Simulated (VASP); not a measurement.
OSZICAR of a VASP run on Ir (fcc):

File OSZICAR:
```
       N       E                     dE             d eps       ncg     rms          rms(c)
DAV:   1     0.431378730499E+02    0.43138E+02   -0.44887E+03  3184   0.103E+03
DAV:   2    -0.874920083212E+01   -0.51887E+02   -0.50652E+02  3136   0.207E+02
DAV:   3    -0.938867704198E+01   -0.63948E+00   -0.63868E+00  4600   0.310E+01
DAV:   4    -0.939206206942E+01   -0.33850E-02   -0.33805E-02  3976   0.158E+00
DAV:   5    -0.939208286818E+01   -0.20799E-04   -0.20703E-04  4744   0.784E-02    0.153E+01
DAV:   6    -0.893215292348E+01    0.45993E+00   -0.94940E-01  3736   0.137E+01    0.635E+00
DAV:   7    -0.884401351767E+01    0.88139E-01   -0.31393E-01  4088   0.735E+00    0.154E+00
DAV:   8    -0.883854422853E+01    0.54693E-02   -0.20158E-03  3400   0.705E-01    0.543E-01
DAV:   9    -0.883758152121E+01    0.96271E-03   -0.87906E-04  4144   0.494E-01    0.124E-02
DAV:  10    -0.883759025527E+01   -0.87341E-05   -0.42938E-06  4288   0.205E-02    0.506E-03
DAV:  11    -0.883759095650E+01   -0.70122E-06   -0.13139E-07  4064   0.378E-03    0.577E-04
DAV:  12    -0.883759077032E+01    0.18617E-06   -0.68373E-09  2048   0.103E-03    0.628E-05
DAV:  13    -0.883759075363E+01    0.16694E-07   -0.24384E-10  1776   0.207E-04
   1 F= -.95583090E+01 E0= -.95583090E+01  d E =0.000000E+00
```

Task: Which electronic solver shows in the log?

Result: It is blocked Davidson (ALGO = Normal, or the opening steps of other solvers). The INCAR had ALGO = Normal.

Task: Can the final energy be trusted as converged?

Result: Self-consistency was reached. It stopped with EDIFF = 1E-7, NELM = 100 (PBE GGA with D3 dispersion (zero damping), plane waves, VASP's PBE PAW potentials (set 64)).

The compound is Ir in the fcc structure. It was relaxed first.
